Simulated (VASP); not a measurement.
OSZICAR of a VASP run on Pb (fcc):

OSZICAR:
```
       N       E                     dE             d eps       ncg     rms          rms(c)
DAV:   1     0.103981917969E+03    0.10398E+03   -0.74673E+03  2319   0.150E+03
DAV:   2     0.394769614280E+01   -0.10003E+03   -0.98198E+02  2360   0.325E+02
DAV:   3    -0.454911278503E+00   -0.44026E+01   -0.43799E+01  2719   0.794E+01
DAV:   4    -0.557292657548E+00   -0.10238E+00   -0.10236E+00  2720   0.133E+01
DAV:   5    -0.561861963672E+00   -0.45693E-02   -0.45697E-02  2938   0.257E+00    0.556E-01
DAV:   6    -0.550480169719E+00    0.11382E-01   -0.17827E-02  2795   0.255E+00    0.261E-01
DAV:   7    -0.547603444228E+00    0.28767E-02   -0.71530E-03  2717   0.153E+00    0.803E-02
DAV:   8    -0.547445580250E+00    0.15786E-03   -0.36871E-04  3217   0.383E-01    0.106E-02
DAV:   9    -0.547441514119E+00    0.40661E-05   -0.95480E-06  2831   0.644E-02    0.481E-03
DAV:  10    -0.547442369384E+00   -0.85526E-06   -0.96018E-07  2482   0.924E-03    0.181E-04
DAV:  11    -0.547442367361E+00    0.20227E-08   -0.17057E-08  1537   0.161E-03
   1 F= -.54744237E+00 E0= -.54744237E+00  d E =0.000000E+00
```

Problem. Which electronic solver shows in the log?

Solution. It is blocked Davidson (ALGO = Normal, or the opening steps of other solvers). The INCAR had ALGO = Normal.

Problem. Can the final energy be trusted as converged?

Solution. The calculation finished and met its thresholds. It stopped with EDIFF = 1E-7, NELM = 100 (vdW-DF-cx, plane waves, VASP's PBE PAW potentials (set 64)).

The compound is Pb in the fcc structure. It was relaxed first.
